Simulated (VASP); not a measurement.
Method: AM05 GGA, VASP's PBE PAW potentials (set 64) (plane waves; VASP).

VASP input:

**KPOINTS**
```
Automatic mesh
0
Gamma
4 4 4
0 0 0
```

POSCAR:
```
CsPbCl3
1
    5.7370976667     0.0000000000     0.0000000000
    0.0000000000     5.7370976667     0.0000000000
    0.0000000000     0.0000000000     5.7370976667
Cs Pb Cl
1 1 3
Direct
  0.0000000000   0.0000000000   0.0000000000
  0.5000000000   0.5000000000   0.5000000000
  0.5000000000   0.0000000000   0.5000000000
  0.0000000000   0.5000000000   0.5000000000
  0.5000000000   0.5000000000   0.0000000000
```

INCAR:
```
ALGO  =  Normal
EDIFF  =  1E-7
ENCUT  =  520
GGA  =  AM
ISIF  =  2
ISMEAR  =  0
LASPH  =  .True.
LCHARG  =  .False.
LMAXMIX  =  4
LREAL  =  .False.
LWAVE  =  .False.
NELM  =  100
PREC  =  Accurate
SIGMA  =  0.05
SYSTEM  =  CsPbCl3
```

POTCAR, in this order: Cs_sv Pb_d Cl (PBE.64 set). Program: vasp_std.

Q: What will the output report for the number of irreducible k-points (NKPTS), largest plane-wave count, number of space-group operations, FFT grid (NGX, NGY, NGZ)?

A: 
| Item | Result |
|---|---|
| number of irreducible k-points (NKPTS) | 10 |
| largest plane-wave count | 5112 |
| number of space-group operations | 48 |
| FFT grid (NGX, NGY, NGZ) | 48 × 48 × 48 |

The compound is CsPbCl3 in the cubic perovskite structure, the ideal cubic form; the compound distorts at low or room temperature. This cell is one point of a volume scan, at 1.03 of the reference volume.
